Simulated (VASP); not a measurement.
Input:

```
TiB
1.0
    3.10441     0.00000     0.00000
   -1.55221     2.68850     0.00000
    0.00000     0.00000     5.88062
Ti B
2 2
Direct
  0.00000   0.00000   0.00000
  0.00000   0.00000   0.50000
  0.33333   0.66667   0.25000
  0.66667   0.33333   0.75000
```

Computed with PBE GGA, VASP's PBE PAW potentials (set 64) (plane waves; VASP). Numerical set-up: 520 eV cut-off, 13×13×6 Γ-centred mesh, tetrahedra with Blöchl corrections, potentials Ti_sv B.

What does the run give for the energy per atom (σ→0), band gap (on the k-mesh) with the smallest direct gap where there is one?

The band gap (on the k-mesh) comes out as none (metal, semimetal or under 0.01 eV) and the energy per atom (σ→0) is -7.218 eV/atom.

The structure was generated: TiB was put into the NiAs type type (P6_3/mmc), which need not be its known phase. It was relaxed first, which changed the volume by -31 %.
